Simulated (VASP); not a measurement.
Shape and ions are relaxed at each volume.

Here is the system:

```cif
data_Zr2
_chemical_formula_sum 'Zr2'
_space_group_name_H-M_alt 'P 1'
_space_group_IT_number 1
_cell_length_a 3.25402
_cell_length_b 3.25402
_cell_length_c 5.22771
_cell_angle_alpha 90.000
_cell_angle_beta 90.000
_cell_angle_gamma 120.000
loop_
_space_group_symop_operation_xyz
  'x, y, z'
loop_
_atom_site_label
_atom_site_type_symbol
_atom_site_fract_x
_atom_site_fract_y
_atom_site_fract_z
_atom_site_occupancy
Zr1 Zr 0.33333 0.66667 0.25000 1
Zr2 Zr 0.66667 0.33333 0.75000 1
```

Calculation: RPBE GGA, VASP's PBE PAW potentials (set 64) (plane waves; VASP). Run with 520 eV cut-off, 13×13×7 Γ-centred mesh, first-order Methfessel-Paxton smearing of 0.10 eV, potentials Zr_sv.

Problem. Give the energy at these volumes per atom, relative to the lowest: 22.53, 23.25, 23.97, 24.69, 25.41 Å³.

Solution. 26.3, 6.3, 0.0, 5.8, 22.0 meV/atom. A third-order Birch-Murnaghan fit gives B0 = 89.2 GPa and B0′ = 3.5.

The compound is Zr in the hcp structure. It was relaxed first.
